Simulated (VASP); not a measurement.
Data:

```yaml
crystal:
  lattice:
    - [0.00000, 3.61278, 3.61278]
    - [3.61278, 0.00000, 3.61278]
    - [3.61278, 3.61278, 0.00000]
  atoms:
    - { symbol: Ba, position: [0.00000, 0.00000, 0.00000] }
    - { symbol: Te, position: [0.50000, 0.50000, 0.50000] }
```

Calculation: r2SCAN meta-GGA, VASP's PBE PAW potentials (set 64) (plane waves; VASP). Settings: 520 eV cut-off, 7×7×7 Γ-centred mesh, Gaussian smearing of 0.050 eV, potentials Ba_sv Te.

Question: What does the run give for the energy per atom (σ→0), pressure?

Answer: 
The energy per atom (σ→0) comes out as -28.001 eV/atom and the pressure comes out as -1.56 GPa.

The absolute energy has meaning only against runs of the same code, potentials and settings.

The compound is BaTe in the rock salt structure. This cell is one point of a volume scan, at 1.06 of the reference volume.
